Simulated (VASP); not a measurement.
Data:

```
CELL_PARAMETERS angstrom
      4.53996    -2.37829     0.00013
      4.53996     2.37829     0.00013
      3.29396     0.00000     3.92649
ATOMIC_POSITIONS crystal
  Al 0.85189 0.85189 0.85189
  Al 0.35189 0.35189 0.35189
  Al 0.14811 0.14811 0.14811
  Al 0.64811 0.64811 0.64811
  O  0.44374 0.05626 0.75000
  O  0.05626 0.75000 0.44374
  O  0.55626 0.94374 0.25000
  O  0.25000 0.55626 0.94374
  O  0.94374 0.25000 0.55626
  O  0.75000 0.44374 0.05626
```

Computed with r2SCAN meta-GGA, VASP's PBE PAW potentials (set 64) (plane waves; VASP 6.6.1). Settings: 520 eV cut-off, 7×7×7 Γ-centred mesh, Gaussian smearing of 0.010 eV, potentials Al O.

Q: Give the direction-averaged independent-particle dielectric function (no local fields, no excitons; a broadening of 0.1 eV leaves a tail below the gap, and fine structure carries the noise of the k-mesh).

A: 
```
ħω (eV)     ε₁    ε₂
-------  -----  ----
0.00      2.99  0.00
0.40      2.99  0.00
0.90      3.00  0.00
1.40      3.01  0.00
1.90      3.03  0.00
2.40      3.05  0.01
2.90      3.09  0.01
3.40      3.12  0.01
3.90      3.17  0.01
4.40      3.23  0.01
4.80      3.28  0.01
5.30      3.36  0.02
5.80      3.47  0.02
6.30      3.60  0.03
6.80      3.79  0.05
7.30      4.03  0.18
7.80      4.10  0.63
8.30      4.43  0.67
8.80      4.23  0.97
9.30      4.71  0.87
9.70      4.31  1.47
10.20     5.22  1.33
10.70     5.31  2.09
11.20     5.41  2.99
11.70     5.40  3.77
12.20     4.08  4.77
12.70     2.86  4.61
13.20     2.56  4.23
13.70     1.96  3.89
14.20     1.53  3.72
14.60     1.63  3.62
15.10     1.87  3.63
15.60     1.42  3.85
16.10     1.35  3.75
16.60     1.21  4.23
17.10     0.48  4.25
17.60    -0.51  3.93
18.10    -0.41  3.31
18.60    -0.51  3.08
19.10    -0.65  2.74
```
ε₂ peaks at 9.6 eV (height 1.5), 12.4 eV (height 4.9), 16.7 eV (height 4.3); ε₁(0) averages 2.99, so the electronic refractive index below the gap tends to √2.99 = 1.73.

The compound is Al2O3 in the corundum structure. It was relaxed first.
